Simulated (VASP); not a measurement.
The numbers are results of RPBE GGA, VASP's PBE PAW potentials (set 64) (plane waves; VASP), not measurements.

Input for VASP

**INCAR**
```
SYSTEM = Al
PREC = Accurate
ENCUT = 520
EDIFF = 1E-7
NELM = 100
ALGO = Normal
LREAL = .FALSE.
LASPH = .TRUE.
ISMEAR = 1
SIGMA = 0.1
GGA = RP
LWAVE = .FALSE.
LCHARG = .FALSE.
ISIF = 2
```

File POSCAR:
```
Al
1
    0.0000000000     1.9883015170     1.9883015170
    1.9883015170     0.0000000000     1.9883015170
    1.9883015170     1.9883015170     0.0000000000
Al
1
Direct
  0.0000000000   0.0000000000   1.0000000000
```

**KPOINTS**
```
Automatic mesh
0
Gamma
15 15 15
0 0 0
```

POTCAR, in this order: Al (PBE.64 set). Program: vasp_std.

What VASP printed:

OUTCAR:
```
 ion  position               nearest neighbor table
   1  0.000  0.000  0.000-
  LATTYP: Found a face centered cubic cell.
 ALAT       =     3.9766030340
 Subroutine PRICEL returns:
 Original cell was already a primitive cell.
 Subroutine GETGRP returns: Found 48 space group operations
The static configuration has the point symmetry O_h .
The dynamic configuration has the point symmetry O_h .
 Subroutine INISYM returns: Found 48 space group operations
 Subroutine IBZKPT returns following result:
 Found    120 irreducible k-points:

 Following reciprocal coordinates:
            Coordinates               Weight
  0.000000  0.000000  0.000000      1.000000
  0.066667  0.000000  0.000000      8.000000
  0.133333  0.000000  0.000000      8.000000
  0.200000  0.000000  0.000000      8.000000
  0.266667  0.000000  0.000000      8.000000
  0.333333  0.000000  0.000000      8.000000
  0.400000  0.000000  0.000000      8.000000
  0.466667  0.000000  0.000000      8.000000
  0.066667  0.066667  0.000000      6.000000
  0.133333  0.066667  0.000000     24.000000
  0.200000  0.066667  0.000000     24.000000
  0.266667  0.066667  0.000000     24.000000
  0.333333  0.066667  0.000000     24.000000
  0.400000  0.066667  0.000000     24.000000
  0.466667  0.066667  0.000000     24.000000
 -0.466667  0.066667  0.000000     24.000000
 -0.400000  0.066667  0.000000     24.000000
 -0.333333  0.066667  0.000000     24.000000
 -0.266667  0.066667  0.000000     24.000000
 -0.200000  0.066667  0.000000     24.000000
 -0.133333  0.066667  0.000000     24.000000
 -0.066667  0.066667  0.000000     12.000000
  0.133333  0.133333  0.000000      6.000000
  0.200000  0.133333  0.000000     24.000000
  0.266667  0.133333  0.000000     24.000000
  0.333333  0.133333  0.000000     24.000000
  0.400000  0.133333  0.000000     24.000000
  0.466667  0.133333  0.000000     24.000000
 -0.466667  0.133333  0.000000     24.000000
 -0.400000  0.133333  0.000000     24.000000
 -0.333333  0.133333  0.000000     24.000000
 -0.266667  0.133333  0.000000     24.000000
 -0.200000  0.133333  0.000000     24.000000
 -0.133333  0.133333  0.000000     12.000000
  0.200000  0.200000  0.000000      6.000000
  0.266667  0.200000  0.000000     24.000000
  0.333333  0.200000  0.000000     24.000000
  0.400000  0.200000  0.000000     24.000000
  0.466667  0.200000  0.000000     24.000000
 -0.466667  0.200000  0.000000     24.000000
   k-points           NKPTS =    120   k-points in BZ     NKDIM =    120   number of bands    NBANDS=      5
   number of dos      NEDOS =    301   number of ions     NIONS =      1
   total plane-waves  NPLWV =  13824
   dimension x,y,z NGX =    24 NGY =   24 NGZ =   24
   dimension x,y,z NGXF=    48 NGYF=   48 NGZF=   48
   ions per type =               1
   PREC   = accura    normal or accurate (medium, high low for compatibility)
   ISTART =      0    job   : 0-new  1-cont  2-samecut
   ICHARG =      2    charge: 1-file 2-atom 10-const
   ISPIN  =      1    spin polarized calculation?
   LNONCOLLINEAR =      F non collinear calculations
   LSORBIT =      F    spin-orbit coupling
   INIWAV =      1    electr: 0-lowe 1-rand  2-diag
   ENCUT  =  520.0 eV  38.22 Ry    6.18 a.u.   5.23  5.23  5.23*2*pi/ulx,y,z
   NELM   =    100;   NELMIN=  2; NELMDL= -5     # of ELM steps
   EDIFF  = 0.1E-06   stopping-criterion for ELM
   LREAL  =      F    real-space projection
   NLSPLINE    = F    spline interpolate recip. space projectors
   LMAXMIX     =    2 max onsite mixed and CHGCAR
   VOSKOWN=      0    Vosko Wilk Nusair interpolation
...
```

File OSZICAR:
```
       N       E                     dE             d eps       ncg     rms          rms(c)
DAV:   1    -0.122285931020E+01   -0.12229E+01   -0.88920E+02  1260   0.331E+02
DAV:   2    -0.349549123127E+01   -0.22726E+01   -0.21583E+01  1560   0.322E+01
DAV:   3    -0.351312061135E+01   -0.17629E-01   -0.17632E-01  1580   0.349E+00
DAV:   4    -0.351317703317E+01   -0.56422E-04   -0.56442E-04  1585   0.196E-01
DAV:   5    -0.351317738023E+01   -0.34706E-06   -0.34745E-06  1665   0.124E-02    0.196E+00
DAV:   6    -0.350079177822E+01    0.12386E-01   -0.12703E-03  1420   0.322E-01    0.114E+00
DAV:   7    -0.349106456003E+01    0.97272E-02   -0.39619E-03  1415   0.517E-01    0.198E-01
DAV:   8    -0.349104991132E+01    0.14649E-04   -0.21306E-05  1575   0.470E-02    0.596E-02
DAV:   9    -0.349104679847E+01    0.31128E-05   -0.16050E-06  1475   0.113E-02    0.114E-03
DAV:  10    -0.349104660403E+01    0.19444E-06   -0.62900E-09  1190   0.888E-04    0.154E-03
DAV:  11    -0.349104641513E+01    0.18891E-06   -0.65914E-10   765   0.256E-04    0.108E-04
DAV:  12    -0.349104643288E+01   -0.17751E-07   -0.74396E-11   725   0.958E-05
   1 F= -.34910464E+01 E0= -.34910580E+01  d E =0.347040E-04
```

OUTCAR:
```
------------------------ aborting loop because EDIFF is reached ----------------------------------------
  FORCE on cell =-STRESS in cart. coord.  units (eV):
  Direction    XX          YY          ZZ          XY          YZ          ZX
  --------------------------------------------------------------------------------------
  Total        0.5461985      0.5461985      0.5461985     -0.0000000     -0.0000000      0.0000000
  in kB       55.6652772     55.6652772     55.6652772     -0.0000000     -0.0000000      0.0000000
  external PRESSURE =      55.6652772 kB  Pullay stress =       0.0000000 kB
  volume of cell :       15.72
      direct lattice vectors                 reciprocal lattice vectors
     0.000000000  1.988301517  1.988301517    -0.251470914  0.251470914  0.251470914
     1.988301517  0.000000000  1.988301517     0.251470914 -0.251470914  0.251470914
     1.988301517  1.988301517  0.000000000     0.251470914  0.251470914 -0.251470914
 POSITION                                       TOTAL-FORCE (eV/Angst)
 -----------------------------------------------------------------------------------
      0.00000      0.00000      0.00000         0.000000      0.000000     -0.000000
 -----------------------------------------------------------------------------------
    total drift:                                0.000000      0.000000     -0.000000
  FREE ENERGIE OF THE ION-ELECTRON SYSTEM (eV)
  ---------------------------------------------------
  free  energy   TOTEN  =        -3.4910464329 eV

  energy  without entropy=       -3.4910811368  energy(sigma->0) =       -3.49105800
```
(Selected blocks of OUTCAR.)

The compound is Al in the fcc structure. This cell is one point of a volume scan, at 0.94 of the reference volume.
